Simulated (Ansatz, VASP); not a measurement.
This is a calculation of RbMg2 for Ansatz 0.2.0. The cell comes from a database or a generator and needn't be the stable form of this composition.

input.yaml

```yaml
crystal:
  lattice:
    - [1.922503, -13.625189, 0.0]
    - [1.922503, 13.625189, 0.0]
    - [0.0, 0.0, 4.832347]
  atoms:
    - { symbol: Rb, position: [0.672847, 0.327153, 0.25] }
    - { symbol: Rb, position: [0.327153, 0.672847, 0.75] }
    - { symbol: Mg, position: [0.451224, 0.548776, 0.25] }
    - { symbol: Mg, position: [0.042501, 0.957499, 0.25] }
    - { symbol: Mg, position: [0.957499, 0.042501, 0.75] }
    - { symbol: Mg, position: [0.548776, 0.451224, 0.75] }
hamiltonian:
  xc: pbe
  pseudopotentials: { kind: paw }
kpoints:
  mp_grid: { grid: [7, 7, 6] }
scf:
  occupations: { method: fermi_dirac, width: 0.05 }
output:
  forces: true
  stress: true
  eigenvalues: true
```

Potentials or basis: Ansatz PAW.

Command:

```bash
$ ansatz run input.yaml --threads 2 --pin off --max-ram 5120MiB --backend cpu --events-out ev --progress --plain --runs-dir out
```

Question: Translate it to VASP 6.6.1. Potentials or basis there: PBE PAW files Mg, Rb_sv, 520 eV.

Answer: As run (cutoffs and basis follow the program's own potentials, and thresholds, step limits or extra output files can differ):

INCAR

```
ALGO     = Normal         # electronic algorithm
EDIFF    = 1E-7           # SCF threshold, eV
ENCUT    = 520            # plane-wave cutoff, eV
GGA      = PE             # functional
ISIF     = 2              # what is computed and relaxed
ISMEAR   = -1             # smearing method
LASPH    = T              # aspherical terms in the spheres
LCHARG   = T              # write CHGCAR
LELF     = T              # ELF
LREAL    = F              # projectors in reciprocal space
LVHAR    = T            
LWAVE    = F              # write WAVECAR
NBANDS   = 22             # bands
NELM     = 80             # most SCF steps
PREC     = Accurate       # precision mode
SIGMA    = 0.05           # smearing width, eV
```

KPOINTS

```
k-points
0
Gamma
  7 7 6
```

POSCAR

```
RbMg2
1.0
    1.9225030000    -13.6251890000      0.0000000000
    1.9225030000     13.6251890000      0.0000000000
    0.0000000000      0.0000000000      4.8323470000
Rb Mg
2 4
Direct
    0.6728470000      0.3271530000      0.2500000000
    0.3271530000      0.6728470000      0.7500000000
    0.4512240000      0.5487760000      0.2500000000
    0.0425010000      0.9574990000      0.2500000000
    0.9574990000      0.0425010000      0.7500000000
    0.5487760000      0.4512240000      0.7500000000
```

Potentials or basis: VASP PAW PBE potentials, release 64 (Rb_sv, Mg).

Run with:

```bash
$ cat potpaw_PBE.64/Rb_sv/POTCAR potpaw_PBE.64/Mg/POTCAR > POTCAR
$ mpirun -np 1 vasp_std > vasp.out
```

Both were run:

|  | Ansatz | VASP |
| --- | --- | --- |
| Pressure | 0.0 GPa | 0.0 GPa |
| Largest force | 0.057 eV/Å | 0.058 eV/Å |

Ansatz's pressure holds a Pulay term of +0.00 GPa for its cutoff of 420 eV, which the other run lacks.

The potentials hold 58 and 26 valence electrons a cell.

Where Ansatz's input types no cutoff or centring, it takes its own default and a Γ-centred mesh.

Pressure is positive in compression.
